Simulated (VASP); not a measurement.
VASP input:

INCAR:
```
# general
SYSTEM    =  CdSe
PREC      =  Accurate
ENCUT     =  520   # plane-wave cut-off (eV)
LREAL     =  .False.   # projection in real space or not
LASPH     =  .True.   # aspherical one-centre terms

# electronic loop
EDIFF     =  1E-7
NELM      =  100   # most electronic steps
ALGO      =  Normal   # blocked Davidson
LMAXMIX   =  4   # l cut-off of mixed one-centre charges

# smearing
ISMEAR    =  -5

# functional
GGA       =  MK
LUSE_VDW  =  .True.
AGGAC     =  0.0
PARAM1    =  0.1234568
PARAM2    =  0.7114
ZAB_VDW   =  -1.8867

# ions
ISIF      =  2   # forces and stress, cell fixed

# output
LWAVE     =  .False.
LCHARG    =  .True.
LORBIT    =  11   # lm-projected
NEDOS     =  601   # DOS grid

# other
LEFG      =  .True.
```

File KPOINTS:
```
Automatic mesh
0
Gamma
7 7 4
0 0 0
```

### POSCAR
```
CdSe
1
    2.1794704326    -3.7749532767     0.0000000000
    2.1794704326     3.7749532767     0.0000000000
    0.0000000000     0.0000000000     7.1047940207
Cd Se
2 2
Direct
  0.6666670000   0.3333330000   0.5000512204
  0.3333330000   0.6666670000   0.0000512204
  0.6666670000   0.3333330000   0.8759487796
  0.3333330000   0.6666670000   0.3759487796
```

POTCAR, in this order: Cd Se (PBE.64 set). Program: vasp_std.

**Question.** Write an equivalent input for Quantum ESPRESSO's pw.x.

**Answer.** One equivalent input (not run):
```
&CONTROL
  calculation = 'scf'
  pseudo_dir = './pseudo'
  outdir = './out'
  tprnfor = .true.
  tstress = .true.
/
&SYSTEM
  ibrav = 0
  nat = 4
  ntyp = 2
  ecutwfc = 102
  occupations = 'tetrahedra'
  input_dft = 'vdw-df2-b86r'
/
&ELECTRONS
  conv_thr = 7.3e-09
  electron_maxstep = 100
/
ATOMIC_SPECIES
  Cd 112.414 Cd.upf
  Se 78.971 Se.upf
CELL_PARAMETERS angstrom
     2.1794704   -3.7749533    0.0000000
     2.1794704    3.7749533    0.0000000
     0.0000000    0.0000000    7.1047940
ATOMIC_POSITIONS crystal
  Cd   0.6666670  0.3333330  0.5000512
  Cd   0.3333330  0.6666670  0.0000512
  Se   0.6666670  0.3333330  0.8759488
  Se   0.3333330  0.6666670  0.3759488
K_POINTS automatic
  7 7 4 0 0 0
```
The two are equivalent in intent, not identical: the potentials are each code's own (VASP's PAW set, PseudoDojo norm-conserving files in pw.x), so ENCUT and ecutwfc are chosen apart and not converted; conv_thr bounds pw.x's estimated SCF error, while EDIFF bounds the energy change between steps; the field gradients of LEFG aren't asked of the other code.

The compound is CdSe in the wurtzite structure. It was relaxed first.
